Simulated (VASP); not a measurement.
# Lattice of Scandium, functional by functional

How much does the relaxed cell of Scandium depend on the functional? The starting structure is a measured crystal structure from the Crystallography Open Database.

Method: Kohn-Sham DFT with plane waves and PAW; PBEsol, r2SCAN, PBE and LDA, in VASP 6.6.1.

### 1. The structure

It takes space group P6_3/mmc (No. 194, hexagonal). Conventional cell: a = 3.309 Å, b = 3.309 Å, c = 5.268 Å, α = 90.00°, β = 90.00°, γ = 120.00°. Sc has 12 Sc at 3.25 to 3.31 Å nearest.

Coordinates:

```cif
data_structure
_symmetry_space_group_name_H-M 'P6_3/mmc'
_symmetry_Int_Tables_number 194
_cell_length_a 3.3088
_cell_length_b 3.3088
_cell_length_c 5.2680
_cell_angle_alpha 90.000
_cell_angle_beta 90.000
_cell_angle_gamma 120.000
_cell_volume 49.95
loop_
_atom_site_label
_atom_site_type_symbol
_atom_site_symmetry_multiplicity
_atom_site_Wyckoff_symbol
_atom_site_fract_x
_atom_site_fract_y
_atom_site_fract_z
_atom_site_occupancy
Sc1 Sc 2 c 0.66667 0.33333 0.75000 1
```

### 2. Relaxation with PBEsol

PBEsol restores the gradient expansion of exchange and is tuned for the cells of solids. This run starts from the cell of an earlier relaxation, which isn't shown; the restart sets up the plane waves anew.

Contents of INCAR:

```
SYSTEM = Sc
PREC = Accurate
ENCUT = 520
EDIFF = 1E-07
NELM = 100
ISMEAR = 1
SIGMA = 0.15
LREAL = .FALSE.
ALGO = Normal
GGA = PS
NBANDS = 17
LASPH = .TRUE.
LORBIT = 11
LWAVE = .FALSE.
LCHARG = .FALSE.
KPAR = 4
IBRION = 2
NSW = 50
ISIF = 3
EDIFFG = -0.005
```

Contents of POSCAR:

```
Sc
1.0
    3.2774297309      0.0000000000      0.0000000000
   -1.6387148654      2.8383374060      0.0000000000
    0.0000000000      0.0000000000      5.0795977019
Sc
2
Direct
    0.6666666667      0.3333333333      0.7500000000
    0.3333333333      0.6666666667      0.2500000000
```

Contents of KPOINTS:

```
Automatic mesh
0
Gamma
16 16 10
0 0 0
```

The projector-augmented-wave data sets are Sc_sv (PBE family, release 64).

Started as:

```console
mpirun -np 4 vasp_std
```

The program printed:

```text
[banner, memory and clock lines left out]
running    4 mpi-ranks, on    1 nodes
 distrk:  each k-point on    1 cores,    4 groups
 distr:  one band on    1 cores,    1 groups

 POSCAR found type information on POSCAR Sc
 POSCAR found :  1 types and       2 ions
|                                                                             |
|               ----> ADVICE to this user running VASP <----                  |
|                                                                             |
|     You enforced a specific xc type in the INCAR file but a different       |
|     [... a line on the potential file left out ...]
|     I HOPE YOU KNOW WHAT YOU ARE DOING!                                     |
|                                                                             |

 LDA part: xc-table for (Slater+PW92), standard interpolation
 POSCAR, INCAR and KPOINTS ok, starting setup
 FFT: planning ... GRIDC
 FFT: planning ... GRID_SOFT
 FFT: planning ... GRID
 WAVECAR not read
 entering main loop
       N       E                     dE             d eps       ncg     rms          rms(c)
DAV:   1     0.361533749302E+03    0.36153E+03   -0.11026E+04  6144   0.138E+03
DAV:   2     0.572365070573E+01   -0.35581E+03   -0.34953E+03  7704   0.571E+02
DAV:   3    -0.143535523998E+02   -0.20077E+02   -0.19361E+02 10200   0.163E+02
DAV:   4    -0.146920954008E+02   -0.33854E+00   -0.33590E+00  8895   0.191E+01
DAV:   5    -0.146966831364E+02   -0.45877E-02   -0.45864E-02 10549   0.235E+00    0.826E+00
DAV:   6    -0.133973331216E+02    0.12994E+01   -0.29222E+00  7931   0.201E+01    0.246E+00
DAV:   7    -0.132240601443E+02    0.17327E+00   -0.74320E-01  8108   0.923E+00    0.832E-01
DAV:   8    -0.132124903677E+02    0.11570E-01   -0.27756E-02  8319   0.224E+00    0.243E-01
DAV:   9    -0.132111306686E+02    0.13597E-02   -0.71196E-03  8497   0.931E-01    0.175E-02
DAV:  10    -0.132111473659E+02   -0.16697E-04   -0.96919E-05  9901   0.141E-01    0.690E-03
DAV:  11    -0.132111450234E+02    0.23425E-05   -0.23846E-06  9509   0.189E-02    0.180E-03
DAV:  12    -0.132111461936E+02   -0.11702E-05   -0.30866E-07  6879   0.611E-03    0.885E-04
DAV:  13    -0.132111459050E+02    0.28860E-06   -0.23864E-08  5147   0.238E-03    0.852E-05
DAV:  14    -0.132111458957E+02    0.93264E-08   -0.51285E-09  4681   0.166E-03
   1 F= -.13211146E+02 E0= -.13210709E+02  d E =-.132111E+02
 curvature:   0.00 expect dE= 0.000E+00 dE for cont linesearch  0.000E+00
 trial: gam= 0.00000 g(F)=  0.211E-46 g(S)=  0.177E-05 ort = 0.000E+00 (trialstep = 0.100E+01)
 search vector abs. value=  0.177E-05
 reached required accuracy - stopping structural energy minimisation
```

Wall time 29 s (4 MPI ranks of AMD EPYC 7R43, shared host); peak memory 0.88 GiB; 1.8 min of CPU time.

The logs omit lines about the potential files and the build; timing stands in the text.

From OUTCAR (step 2):

```text
ion  position               nearest neighbor table
   1  0.667  0.333  0.750-   2 3.17   2 3.17   2 3.17   2 3.17   2 3.17   2 3.17
   2  0.333  0.667  0.250-   1 3.17   1 3.17   1 3.17   1 3.17   1 3.17   1 3.17

  LATTYP: Found a hexagonal cell.
 ALAT       =     3.2774297309
 C/A-ratio  =     1.5498723448

 Subroutine GETGRP returns: Found 24 space group operations
 (whereof 12 operations were pure point group operations)

The static configuration has the point symmetry D_3d.
 The point group associated with its full space group is D_6h.

 Found    180 irreducible k-points:

   k-points           NKPTS =    180   k-points in BZ     NKDIM =    180   number of bands    NBANDS=     17

   dimension x,y,z NGX =    24 NGY =   24 NGZ =   40
   dimension x,y,z NGXF=    48 NGYF=   48 NGZF=   80

   ENCUT  =  520.0 eV  38.22 Ry    6.18 a.u.   6.09  6.09  9.44*2*pi/ulx,y,z

   NELECT =      22.0000    total number of electrons

 k-points in reciprocal lattice and weights: Automatic mesh
   0.00000000  0.00000000  0.00000000       0.000
   0.06250000  0.00000000  0.00000000       0.002
   0.12500000  0.00000000  0.00000000       0.002
   0.18750000  0.00000000  0.00000000       0.002
   0.25000000  0.00000000  0.00000000       0.002
   0.31250000  0.00000000  0.00000000       0.002
   0.37500000  0.00000000  0.00000000       0.002
   0.43750000 -0.00000000  0.00000000       0.002
   0.50000000  0.00000000  0.00000000       0.001
[...]
0.37500000  0.25000000  0.50000000       0.002
   0.31250000  0.31250000  0.50000000       0.002

 average (electrostatic) potential at core
       1 -46.7162       2 -46.7162

 E-fermi :   3.8213

 k-point     1 :       0.0000    0.0000    0.0000
  band No.  band energies     occupation
    ...
      6     -23.7590      2.00000
      7     -23.7590      2.00000
      8     -23.7218      2.00000
      9      -1.3909      2.00000
     10       2.1257      2.00000
     11       4.5824     -0.00000
     12       5.4528     -0.00000
     13       5.4528     -0.00000
     14       5.7646     -0.00000
     15       5.9393     -0.00000
    ...

 k-point     2 :       0.0625    0.0000    0.0000
  band No.  band energies     occupation
    ...
      6     -23.7710      2.00000
      7     -23.7603      2.00000
      8     -23.7247      2.00000
      9      -1.3024      2.00000
     10       2.1992      2.00000
     11       4.4920     -0.00000
     12       5.2785     -0.00000
     13       5.5181     -0.00000
     14       5.8696     -0.00000
     15       5.9049     -0.00000
    ...

 k-point     3 :       0.1250    0.0000    0.0000
  band No.  band energies     occupation
    ...
      6     -23.8047      2.00000
      7     -23.7644      2.00000
      8     -23.7333      2.00000
      9      -1.0420      2.00000
     10       2.4064      2.00000
     11       4.2624     -0.00026
     12       4.9562     -0.00000
     13       5.7106     -0.00000
     14       5.7233     -0.00000
     15       5.9679     -0.00000
    ...

  Total        0.0055344      0.0055344     -0.0034620      0.0000000      0.0000000     -0.0000000
  in kB        0.1876514      0.1876514     -0.1173862      0.0000000      0.0000000     -0.0000000
  external PRESSURE =       0.0859722 kB  Pullay stress =       0.0000000 kB

  energy-cutoff  :      520.00
  volume of cell :       47.25
      direct lattice vectors                 reciprocal lattice vectors
     3.277429731  0.000000000  0.000000000     0.305117144  0.176159465  0.000000000
    -1.638714865  2.838337406  0.000000000     0.000000000  0.352318931  0.000000000
     0.000000000  0.000000000  5.079597702     0.000000000  0.000000000  0.196865984

 POSITION                                       TOTAL-FORCE (eV/Angst)
 -----------------------------------------------------------------------------------
      1.63871      0.94611      3.80970         0.000000     -0.000000      0.000000
     -0.00000      1.89222      1.26990        -0.000000      0.000000      0.000000
 -----------------------------------------------------------------------------------
    total drift:                               -0.000000      0.000000     -0.000000

  FREE ENERGIE OF THE ION-ELECTRON SYSTEM (eV)
  ---------------------------------------------------
  free  energy   TOTEN  =       -13.2111458957 eV

  energy  without entropy=      -13.2098343177  energy(sigma->0) =      -13.21070870

 reached required accuracy - stopping structural energy minimisation

 total charge
# of ion       s       p       d       tot
------------------------------------------
    1        2.285   6.109   1.033   9.428
    2        2.285   6.109   1.033   9.428
--------------------------------------------------
tot          4.569  12.219   2.067  18.855

[... 3 further parts left out ...]
```

The PAW data sets were made with PBE, which is usual practice but a small mismatch for other functionals. The run keeps the 24 symmetry operations of its start, so it cannot find a distortion of lower symmetry.

With PBEsol the relaxed cell holds 23.626 Å³ an atom, -5.40 % against the measured cell, with a = 3.277 Å and c = 5.080 Å.

### 3. Relaxation with r2SCAN

r2SCAN adds the kinetic-energy density, costs more than a GGA and is run with LASPH. This run starts from the cell of an earlier relaxation, which isn't shown; the restart sets up the plane waves anew.

Edit INCAR of step 2 so:

```diff
@@ -9,5 +9,5 @@
 ALGO = Normal
-GGA = PS
+METAGGA = R2SCAN
+LASPH = .TRUE.
 NBANDS = 17
-LASPH = .TRUE.
 LORBIT = 11
```

Contents of POSCAR:

```
Sc
1.0
    3.3333966401      0.0000000000      0.0000000000
   -1.6666983201      2.8868061712      0.0000000000
    0.0000000000      0.0000000000      5.1922647325
Sc
2
Direct
    0.6666666667      0.3333333333      0.7500000000
    0.3333333333      0.6666666667      0.2500000000
```

KPOINTS is that of step 2.

Started as:

```console
mpirun -np 4 vasp_std
```

The program printed:

```text
[banner, memory and clock lines left out]
running    4 mpi-ranks, on    1 nodes
[...]
[... a notice as in an earlier step ...]

 LDA part: xc-table for (None), standard interpolation
 POSCAR, INCAR and KPOINTS ok, starting setup
[...]
entering main loop
       N       E                     dE             d eps       ncg     rms          rms(c)
DAV:   1     0.367695507802E+03    0.36770E+03   -0.11392E+04  6120   0.141E+03
DAV:   2    -0.720288215242E+01   -0.37490E+03   -0.36782E+03  7904   0.601E+02
DAV:   3    -0.286039696376E+02   -0.21401E+02   -0.20588E+02 10131   0.174E+02
DAV:   4    -0.289463944041E+02   -0.34242E+00   -0.34132E+00  9110   0.207E+01
[...]
DAV:  12    -0.227116143093E+02   -0.27565E-05   -0.14890E-06 10109   0.154E-02    0.943E-04
DAV:  13    -0.227116134326E+02    0.87677E-06   -0.42013E-08  5552   0.311E-03    0.143E-04
DAV:  14    -0.227116134819E+02   -0.49331E-07   -0.66959E-09  4725   0.130E-03
   1 F= -.22711613E+02 E0= -.22710828E+02  d E =-.227116E+02
[...]
reached required accuracy - stopping structural energy minimisation
```

The job ended after 3.1 min (4 MPI ranks; peak memory 0.97 GiB; 12 min of CPU time).

OUTCAR, selected parts (step 3):

```text
  Total        0.0029551      0.0029551      0.0015301     -0.0000000      0.0000000     -0.0000000
  in kB        0.0947599      0.0947599      0.0490645     -0.0000000      0.0000000     -0.0000000
  external PRESSURE =       0.0795281 kB  Pullay stress =       0.0000000 kB

 POSITION                                       TOTAL-FORCE (eV/Angst)
 -----------------------------------------------------------------------------------
      1.66670      0.96227      3.89420         0.000000      0.000000      0.000000
     -0.00000      1.92454      1.29807        -0.000000     -0.000000      0.000000
 -----------------------------------------------------------------------------------
    total drift:                               -0.000000      0.000000     -0.000000

  FREE ENERGIE OF THE ION-ELECTRON SYSTEM (eV)
  ---------------------------------------------------
  free  energy   TOTEN  =       -22.7116134819 eV

  energy  without entropy=      -22.7092564969  energy(sigma->0) =      -22.71082782

[... 2 parts as in an earlier step ...]

[... 2 further parts left out ...]
[key lines of the parts left out:]
E-fermi :   3.6390
```

With r2SCAN the relaxed cell holds 24.982 Å³ an atom, +0.03 % against the measured cell, with a = 3.333 Å and c = 5.192 Å. That is +5.74 % from PBEsol.

### 4. Relaxation with PBE

PBE, the usual starting point, adds the gradient of the density. This run starts from the cell of an earlier relaxation, which isn't shown; the restart sets up the plane waves anew.

Edit INCAR of step 3 so:

```diff
@@ -9,5 +9,5 @@
 ALGO = Normal
-METAGGA = R2SCAN
+GGA = PE
+NBANDS = 17
 LASPH = .TRUE.
-NBANDS = 17
 LORBIT = 11
```

Contents of POSCAR:

```
Sc
1.0
    3.3205172656      0.0000000000      0.0000000000
   -1.6602586328      2.8756523057      0.0000000000
    0.0000000000      0.0000000000      5.1616312048
Sc
2
Direct
    0.6666666667      0.3333333333      0.7500000000
    0.3333333333      0.6666666667      0.2500000000
```

KPOINTS is that of step 3.

Started as:

```console
mpirun -np 4 vasp_std
```

The program printed:

```text
[banner, memory and clock lines left out]
running    4 mpi-ranks, on    1 nodes
[...]
LDA part: xc-table for (Slater+PW92), standard interpolation
 POSCAR, INCAR and KPOINTS ok, starting setup
[...]
entering main loop
       N       E                     dE             d eps       ncg     rms          rms(c)
DAV:   1     0.366784517698E+03    0.36678E+03   -0.11072E+04  6120   0.137E+03
DAV:   2     0.754164678374E+01   -0.35924E+03   -0.35277E+03  7744   0.575E+02
DAV:   3    -0.135246314929E+02   -0.21066E+02   -0.20309E+02 10180   0.165E+02
DAV:   4    -0.138830006836E+02   -0.35837E+00   -0.35626E+00  8909   0.205E+01
[...]
DAV:  12    -0.124980325363E+02   -0.21842E-05   -0.42282E-07  7137   0.649E-03    0.975E-04
DAV:  13    -0.124980320669E+02    0.46940E-06   -0.28493E-08  5175   0.261E-03    0.793E-05
DAV:  14    -0.124980320615E+02    0.53701E-08   -0.53887E-09  4830   0.173E-03
   1 F= -.12498032E+02 E0= -.12497404E+02  d E =-.124980E+02
[...]
N       E                     dE             d eps       ncg     rms          rms(c)
DAV:   1    -0.124980710892E+02   -0.39022E-04   -0.12590E-03  8489   0.593E-01    0.415E-02
DAV:   2    -0.124980366527E+02    0.34436E-04   -0.10299E-04  8391   0.127E-01    0.133E-02
DAV:   3    -0.124980333556E+02    0.32971E-05   -0.14329E-05  9790   0.463E-02    0.538E-03
DAV:   4    -0.124980336595E+02   -0.30383E-06   -0.80371E-07  7766   0.110E-02    0.931E-04
DAV:   5    -0.124980336325E+02    0.26992E-07   -0.14682E-07  4796   0.629E-03
   2 F= -.12498034E+02 E0= -.12497408E+02  d E =-.157096E-05
 trial-energy change:   -0.000002  1 .order   -0.000002   -0.000003   -0.000000
 step:   1.0225(harm=  1.0225)  dis= 0.00000  next Energy=   -12.498034 (dE=-0.167E-05)
 reached required accuracy - stopping structural energy minimisation
```

Run time: 61 s. Hardware: 4 MPI ranks; peak memory 0.97 GiB.

OUTCAR, selected parts (step 4):

```text
  Total        0.0026717      0.0026717     -0.0017338      0.0000000      0.0000000      0.0000000
  in kB        0.0868854      0.0868854     -0.0563825      0.0000000      0.0000000      0.0000000
  external PRESSURE =       0.0391294 kB  Pullay stress =       0.0000000 kB

 POSITION                                       TOTAL-FORCE (eV/Angst)
 -----------------------------------------------------------------------------------
      1.66014      0.95848      3.87021        -0.000000     -0.000000      0.000000
     -0.00000      1.91696      1.29007         0.000000      0.000000      0.000000
 -----------------------------------------------------------------------------------
    total drift:                                0.000000     -0.000000      0.000000

  FREE ENERGIE OF THE ION-ELECTRON SYSTEM (eV)
  ---------------------------------------------------
  free  energy   TOTEN  =       -12.4980336325 eV

  energy  without entropy=      -12.4961563805  energy(sigma->0) =      -12.49740788

[... 2 parts as in an earlier step ...]

[... 2 further parts left out ...]
[key lines of the parts left out:]
E-fermi :   3.6826
```

With PBE the relaxed cell holds 24.633 Å³ an atom, -1.36 % against the measured cell, with a = 3.320 Å and c = 5.160 Å. That is +4.26 % from PBEsol.

### 5. Relaxation with LDA

LDA, the lowest rung, knows the local density alone. This run starts from the cell of an earlier relaxation, which isn't shown; the restart sets up the plane waves anew.

Edit INCAR of step 4 so:

```diff
@@ -9,3 +9,3 @@
 ALGO = Normal
-GGA = PE
+GGA = CA
 NBANDS = 17
```

Contents of POSCAR:

```
Sc
1.0
    3.2322579316      0.0000000000      0.0000000000
   -1.6161289658      2.7992174803      0.0000000000
    0.0000000000      0.0000000000      4.9826402681
Sc
2
Direct
    0.6666666667      0.3333333333      0.7500000000
    0.3333333333      0.6666666667      0.2500000000
```

KPOINTS is that of step 4.

The projector-augmented-wave data sets are Sc_sv (LDA family, release 64).

Started as:

```console
mpirun -np 4 vasp_std
```

The program printed:

```text
[banner, memory and clock lines left out]
running    4 mpi-ranks, on    1 nodes
[...]
LDA part: xc-table for (Slater(with rela. corr.)+CA(PZ))
 , standard interpolation
 POSCAR, INCAR and KPOINTS ok, starting setup
[...]
entering main loop
       N       E                     dE             d eps       ncg     rms          rms(c)
DAV:   1     0.358309252228E+03    0.35831E+03   -0.10945E+04  6144   0.144E+03
DAV:   2     0.538723118043E+01   -0.35292E+03   -0.34687E+03  7896   0.591E+02
DAV:   3    -0.144597964894E+02   -0.19847E+02   -0.19154E+02 10345   0.176E+02
DAV:   4    -0.147358247038E+02   -0.27603E+00   -0.27476E+00  8807   0.196E+01
[...]
DAV:  10    -0.134485716175E+02   -0.21968E-04   -0.90265E-05  9642   0.143E-01    0.439E-03
DAV:  11    -0.134485723661E+02   -0.74853E-06   -0.17726E-06  9728   0.152E-02    0.118E-03
DAV:  12    -0.134485723537E+02    0.12327E-07   -0.15685E-07  6336   0.494E-03
   1 F= -.13448572E+02 E0= -.13448307E+02  d E =-.134486E+02
[...]
reached required accuracy - stopping structural energy minimisation
```

Elapsed: 32 s, on 4 MPI ranks; peak memory 0.79 GiB; 2.1 min of CPU time.

Parts of OUTCAR (step 5):

```text
  Total        0.0035753      0.0035753      0.0022711      0.0000000      0.0000000      0.0000000
  in kB        0.1270644      0.1270644      0.0807147      0.0000000      0.0000000      0.0000000
  external PRESSURE =       0.1116145 kB  Pullay stress =       0.0000000 kB

 POSITION                                       TOTAL-FORCE (eV/Angst)
 -----------------------------------------------------------------------------------
      1.61613      0.93307      3.73698        -0.000000      0.000000      0.000000
     -0.00000      1.86614      1.24566         0.000000     -0.000000      0.000000
 -----------------------------------------------------------------------------------
    total drift:                                0.000000     -0.000000      0.000000

  FREE ENERGIE OF THE ION-ELECTRON SYSTEM (eV)
  ---------------------------------------------------
  free  energy   TOTEN  =       -13.4485723537 eV

  energy  without entropy=      -13.4477762608  energy(sigma->0) =      -13.44830699

[... 2 parts as in an earlier step ...]

[... 2 further parts left out ...]
[key lines of the parts left out:]
E-fermi :   3.9907
```

With LDA the relaxed cell holds 22.541 Å³ an atom, -9.74 % against the measured cell, with a = 3.232 Å and c = 4.983 Å. That is -4.59 % from PBEsol.

### 6. All runs side by side

```
 level  volume (Å³/atom)  against the measured cell (%)   a (Å)   c (Å)  pressure left (GPa)  core minutes
PBEsol            23.626                           -5.4  3.2774  5.0796                 0.01          11.9
r2SCAN            24.982                           0.03  3.3334  5.1923                 0.01          52.7
   PBE            24.633                          -1.36  3.3203  5.1603                  0.0          14.8
   LDA            22.541                          -9.74  3.2323  4.9826                 0.01          15.7
```

Core minutes are wall time times ranks, summed over the relaxations behind a row (those for a bulk modulus apart), on shared hosts.

### 7. What came out

```json
{
 "volume, PBEsol": "23.63 Å³/atom",
 "volume, r2SCAN": "24.98 Å³/atom",
 "volume, PBE": "24.63 Å³/atom",
 "volume, LDA": "22.54 Å³/atom"
}
```

In words: Across 4 levels the volume of Scandium spans 10.8 %, from 22.54 Å³ an atom (LDA) to 24.98 Å³ (r2SCAN). Against the measured volume of the starting structure, r2SCAN comes nearest (+0.0 %) and LDA lies farthest (-9.7 %). The measured cell holds zero-point expansion and, unless it was taken cold, thermal expansion, which the runs lack, so small differences decide nothing. All runs keep the symmetry of the start, so they can't find a distortion of lower symmetry.

[Lines on the potential files, build, host, timing and source positions are cut from VASP's logs without a mark.]

[Logs are printed without paths, hosts, clocks, repeated set-up lines and the standing remarks that a program may print on its own settings, such as how far it seeks lower states.]

[Hosts, paths, dates, database ids (printed as entryN), source tags and the programs' standing remarks are cut or masked in the printed files.]
